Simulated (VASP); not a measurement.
Calculation: revPBE GGA, VASP's PBE PAW potentials (set 64) (plane waves; VASP 6.6.1).

A VASP calculation is set up with these files.

File KPOINTS:
```
Automatic mesh
0
G
  9 9 5
```

File POSCAR:
```
ZnO
1
    1.6586198956    -2.8728143945    -0.0000000000
    1.6586198956     2.8728143945    -0.0000000000
    0.0000000000     0.0000000000     5.3450160492
Zn O
2 2
Direct
  0.6666670000   0.3333330000   0.5009348263
  0.3333330000   0.6666670000   0.0009348263
  0.6666670000   0.3333330000   0.8810651737
  0.3333330000   0.6666670000   0.3810651737
```

**INCAR**
```
SYSTEM = ZnO
PREC = Accurate
ENCUT = 520
EDIFF = 1E-7
NELM = 100
ALGO = Normal
LREAL = .FALSE.
LASPH = .TRUE.
ISMEAR = -5
GGA = RE
LMAXMIX = 4
LWAVE = .FALSE.
LCHARG = .TRUE.
LORBIT = 11
NEDOS = 601
ISIF = 2
LEFG = .TRUE.
```

POTCAR, in this order: Zn O (PBE.64 set). Program: vasp_std.

**Question.** What will the output report for the number of irreducible k-points (NKPTS), largest plane-wave count, number of space-group operations, FFT grid (NGX, NGY, NGZ)?

**Answer.** 
```json
{
  "number of irreducible k-points (NKPTS)": "36",
  "largest_plane_wave_count": "1387",
  "number_of_space_group_operations": "12",
  "FFT grid (NGX, NGY, NGZ)": "28 × 28 × 40"
}
```

The compound is ZnO in the wurtzite structure. It was relaxed first, which changed the volume by +7 %.
